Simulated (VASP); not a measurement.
AlN (zinc blende) relaxed at rising pressure, in one space group throughout; other phases were not tried. The pressures are those reached. Computed with PBE GGA, VASP's PBE PAW potentials (set 64) (plane waves; VASP).

| P (GPa) | V (Å³/atom) | k-mesh |
|---|---|---|
| -0.15 | 10.656 | 10×10×10 |
| 4.99 | 10.391 | 10×10×10 |
| 9.99 | 10.161 | 10×10×10 |
| 19.89 | 9.768 | 11×11×11 |
| 29.86 | 9.434 | 11×11×11 |

A change of mesh leaves a small step in the series.

**Question.** Fit an equation of state and predict the volume at 45.02 GPa.

**Answer.** Least squares on the third-order Birch-Murnaghan form, P = (3B0/2)(y⁷ − y⁵)[1 + (3/4)(B′ − 4)(y² − 1)] with y = (V0/V)^(1/3), gives V0 = 10.648 Å³/atom, B0 = 195 GPa and B′ = 3.9, and so 9.011 Å³/atom. The run gave 9.011 Å³/atom, +0.0 % from the fit.

Pressures at which the relaxation failed are left out.

The compound is AlN in the zinc blende structure, a metastable form; wurtzite is the usual one.
